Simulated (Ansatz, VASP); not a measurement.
# Cross-check of TiC between VASP and Ansatz, part 2 of 2

Aim: how closely do two programs agree when they are given the same cell, functional and k mesh? The cell is taken from a series of runs on this material, whose earlier steps may have relaxed, scaled, displaced or heated it; both programs get it as it stands.

VASP 6.6.1 and Ansatz 0.2.0.

So far: Starting point; VASP: zone-centre phonons, LDA.

## (3) Ansatz: zone-centre phonons, LDA

Level of this step: Ansatz beside VASP: Kohn-Sham DFT, plane waves, LDA (Ansatz).

Ansatz runs on its PAW soft_1 files.

The same cell, functional (in two slightly different forms), mesh and smearing now go to Ansatz, which takes its cutoff from its data sets.

File input.yaml:

```yaml
crystal:
  lattice:
    - [0.0138517323, 2.1378657802, 2.1271146599]
    - [2.1378657802, 0.0138517323, 2.1271146599]
    - [2.1517175125, 2.1517175125, 0.0]
  atoms:
    - { symbol: C, position: [0.5, 0.5, 0.5] }
    - { symbol: Ti, position: [0.0, 0.0, 0.0] }
kpoints:
  mp_grid: { grid: [16, 16, 16] }
hamiltonian:
  xc: lda
  pseudopotentials: { kind: paw, azcp: { folder: soft_1 }, xc_functional: pbe }
scf:
  occupations: { method: methfessel_paxton, width: 0.2 }
output:
  eigenvalues: true
phonons:
  method: dfpt
```

The run is started by

```bash
$ ansatz run input.yaml --threads 4 --pin off --max-ram 10240MiB --backend cpu --events-out ev --progress --plain --runs-dir out
```

Numbers of over 12 decimals in the logs are rounded to 6 here.

The program printed:

```text
zone centre: on kpoints.mp_grid the ground state, and the responses unless they are solved on pairs of k-points, stand on 1098 of the mesh's 4096 k-points, reduced under 4 symmetry operations, with k and −k counted as one. Each operation leaves every solved displacement unchanged or reverses it
Engine: ansatz 0.2.0, x86_64-unknown-linux-gnu
Pseudopotentials: kind: paw
Pseudopotential: C, paw, valence charge 4, recommended cutoff 420 eV (normal), soft_1/C.paw.azcp
Pseudopotential: Ti, paw, valence charge 12, recommended cutoff 420 eV (normal), soft_1/Ti.paw.azcp
Functional definition: SPW92
  exchange = slater_x
  correlation = pw_c
Crystal: 2 atoms, lattice volume = 19.443 Å³
Basis set: ecut = 420 eV, 351 PW (Γ), exchange–correlation on 48×48×48 points (8 copies of the dense FFT grid, shifted against one another)
Bands: 12, of which v1, the nominal top of the filled ones, is band 8 counted from 1 (7 counted from 0)
Symmetry: 8 space group operations
k-points: 1098 of 4096 (irreducible under 4 space group operations)
Non-local potential: C, projectors of the file, l = 0: 2, l = 1: 2, l = 2: 1
Non-local potential: Ti, projectors of the file, l = 0: 3, l = 1: 2, l = 2: 3, l = 3: 1
PAW form: soft (Blöchl's): semilocal exchange-correlation on the pseudo side does not see the compensation charge
PAW frozen core: C, regenerated for the run's functional, and the local potential with it (the file was generated under x = pbe(κ = 0.804, μ = 0.219515), c = pbe(β = 0.066725))
PAW frozen core: Ti, regenerated for the run's functional, and the local potential with it (the file was generated under x = pbe(κ = 0.804, μ = 0.219515), c = pbe(β = 0.066725))
PAW one-centre angular grid: C, 110 points (default); XC on 64 Gauss nodes
PAW one-centre angular grid: Ti, 590 points (default); XC on 64 Gauss nodes
Initial density: superposition of atomic densities (chi_scale 0.1, normalization cell, long waves kept (reshape's long-wave potential 0.00 eV rms))
Initial wavefunctions: pseudopotential atomic-orbital guess
Functional: x = slater, c = lda
SCF iter   1: F=—  HF=-2696.225958 eV  |F-HF|=—  |Δ(HF+E_count)|=         —  Δρ=1.44e-1  dr2=5.12e0  ethr=3.10e-3  ⟨swp⟩=4.3  Hψ=63800  notcnv=0
preconditioner: auto → none  [metal: Δε(μ)=0.053 eV  Ē_g=20.368 eV  σ=0.200 eV  W_gap=0.22  n_scr=8 (ndim 8)  ℏωp=31.5 eV  f_vac=0.000  D(μ)=0.21/eV (n_scr^D=0)  sad-step TF]
SCF iter   2: F=—  HF=-2695.696310 eV  |F-HF|=—  |Δ(HF+E_count)|=   5.30e-1  S|Δr|=    0.00e0  Δρ=9.98e-2  dr2=2.52e0  ethr=3.10e-3  ⟨swp⟩=2.0  Hψ=26094  notcnv=0
SCF iter   3: F=—  HF=-2695.189623 eV  |F-HF|=—  |Δ(HF+E_count)|=   5.07e-1  S|Δr|=    0.00e0  Δρ=1.14e-2  dr2=1.73e-2  ethr=3.10e-3  ⟨swp⟩=2.7  Hψ=26797  notcnv=1
SCF iter   4: F=—  HF=-2695.183462 eV  |F-HF|=—  |Δ(HF+E_count)|=   6.16e-3  S|Δr|=    0.00e0  Δρ=1.45e-3  dr2=1.40e-4  ethr=1.08e-4  ⟨swp⟩=2.6  Hψ=32470  notcnv=0
SCF iter   5: F=—  HF=-2695.183645 eV  |F-HF|=—  |Δ(HF+E_count)|=   1.83e-4  S|Δr|=    0.00e0  Δρ=3.38e-4  dr2=1.53e-5  ethr=8.72e-7  ⟨swp⟩=2.0  Hψ=17581  notcnv=0
SCF iter   6: F=—  HF=-2695.183644 eV  |F-HF|=—  |Δ(HF+E_count)|=   1.90e-6  S|Δr|=    0.00e0  Δρ=2.63e-5  dr2=1.09e-7  ethr=9.59e-8  ⟨swp⟩=2.0  Hψ=20854  notcnv=0
SCF iter   7: F=—  HF=-2695.183643 eV  |F-HF|=—  |Δ(HF+E_count)|=   1.06e-7  S|Δr|=    0.00e0  Δρ=1.76e-6  dr2=4.05e-10  ethr=6.84e-10  ⟨swp⟩=3.0  Hψ=21716  notcnv=0
SCF iter   8: F=—  HF=-2695.183643 eV  |F-HF|=—  |Δ(HF+E_count)|=  1.64e-10  S|Δr|=    0.00e0  Δρ=5.91e-7  dr2=6.52e-11  ethr=1.00e-12  ⟨swp⟩=5.8  Hψ=50331  notcnv=0
SCF iter   9: F=-2695.183643 eV  HF=-2695.183643 eV  |F-HF|=4.55e-13  |Δ(HF+E_count)|=  2.36e-11  S|Δr|=    0.00e0  Δρ=4.18e-8  dr2=4.08e-13  ethr=1.00e-12  ⟨swp⟩=3.2  Hψ=55082  notcnv=0
SCF 1 converged in 9 iterations: F = -2695.183643 eV  dr2 = 4.08e-13
  greatest PAW one-centre occupation: 0.998 electrons in one spin orbital (limit 2), on the Ti atom at site 1 (counted from 0), in its partial waves of l = 0
DFPT response loops at Γ: preconditioner auto → Kerker (q_TF=auto, 2.641 Å⁻¹) (partly filled bands, converged f_vac=0.000); β = 1.00, the filter's whole step (`scf.mixing.beta` (0.50) is not read by the response loops under this deck's `scf.mixing.preconditioner`; to damp them name `kerker` or `kerker_dos`, under which they read `scf.mixing.beta`, and type it under 1.00, their step now; both keys bind the ground state too); Broyden in place of MSR1
SCF converged after 9 iterations
Stability not checked: this state was not tested for a lower state beside it, because cold or Methfessel-Paxton smearing, or corrected tetrahedra, fill the levels in a way that the test cannot read (fill_not_monotonic; see scf.lower_state_search)
Free energy (F): -2695.183643 eV
Harris-Foulkes:  -2695.183643 eV  (|F-HF|=4.55e-13)
Internal energy: -2695.183438 eV  (E = F + TS)
E sigma→0 (E₀):  -2695.183592 eV
Entropy (-TS):   -0.000206 eV (-0.103 meV/atom)
Fermi energy:    15.064432 eV
--- Per-component energies (eV) ---
  E_band       = -101.398482
  E_kinetic    = 368.386329
  E_local      = -807.940051  (includes V_loc(G=0)·N_el)
  E_nonlocal   = 88.587053
  E_hartree    = 318.476292
  E_xc         = -163.944199
  E_vxc        = -205.579483  (∫ρ·V_xc dr)
  E_paw        = -1085.335409  (= ΣΔE_a)
  E_vpaw       = -181.804861  (= ΣTr[D̂ρ^β])
  E_aug_tail   = -0.000069  (compensation charges beyond the density's cutoff)
  E_ewald      = -1413.802166
  E_core_change = 0.388783  (= ΣΔE_core)
  E_smearing   = -0.000206  (= −TS)
  E_closure    = 0.000000  (closes the sum)
  Σ components = -2695.183643   (vs F -2695.183643, Δ=0.00e0)
--- Band table (eV; the first three rows and the last of 1098) ---
  k-point 0: bands = [... 4 lower, 2.6544, 15.6467, 15.7486, 15.7776, 16.7633, 16.8384, 16.8715, 16.8736]
  k-point 1: bands = [... 4 lower, 2.7479, 15.2306, 15.5206, 15.5825, 16.1416, 16.1617, 17.0413, 17.9147]
  k-point 2: bands = [... 4 lower, 3.0226, 14.3471, 14.7509, 14.8070, 16.1889, 16.2312, 17.4065, 19.0173]
  k-point 1097: bands = [... 4 lower, 4.9672, 11.7061, 13.2633, 14.9896, 15.1651, 17.9715, 18.7770, 18.7808]
--- Phonons (Γ-DFPT): 4 representative perturbations + reference, on 1098 of 4096 k-points (Σ response iterations 12) ---
  k mesh reduced under 4 symmetry operations, with k and −k counted as one. Each operation leaves every solved displacement unchanged or reverses it
  ASR residual: 1.931e-5 → 0.000e0 eV/Å²; symmetrization residual: 2.627e-7 eV/Å²
  ASR residual per site (eV/Å²): 1.06e-5 1.93e-5
  Γ frequencies (cm⁻¹): 0.00 0.00 0.00 536.70 554.05 557.91
  non-analytic LO–TO correction: not included (Born effective charges unavailable; polar crystals: no LO–TO splitting at Γ)
```

## (4) Comparison

Known differences besides the potentials themselves: the cutoff is 420 eV in Ansatz and 600 eV in VASP; VASP's log shows a relativistic correction to its local exchange, Ansatz's none. Total energies have different zeros and are not compared.

Compared:

```
             quantity  Ansatz   VASP  difference
optical mode 1 (cm⁻¹)   536.7  538.1     -0.26 %
optical mode 2 (cm⁻¹)   554.0  555.6     -0.28 %
optical mode 3 (cm⁻¹)   557.9  559.7     -0.32 %
```

Modes are paired by rising frequency, not by their patterns, so a pair may set unlike modes beside each other; they are those without the splitting of longitudinal modes.

## (5) Outcome

```yaml
r_m_s_difference_of_the_optical_zone_centre_modes_each_program_s_sorted_by_frequency_zone_centre_phonons_lda: 1.6 cm⁻¹
```

What this shows: The r.m.s. difference of the optical zone-centre modes, each program's sorted by frequency is 1.6 cm⁻¹ (zone-centre phonons, LDA). Such differences can come from data sets, numerical settings and the points named under the comparisons, not from the functional's error against experiment.

[Lines on the potential files, build, host, timing and source positions are cut from VASP's logs without a mark.]

[Logs are printed without paths, hosts, clocks, repeated set-up lines and the standing remarks that a program may print on its own settings, such as how far it seeks lower states.]

[Hosts, paths, dates, database ids (printed as entryN), source tags and the programs' standing remarks are cut or masked in the printed files.]
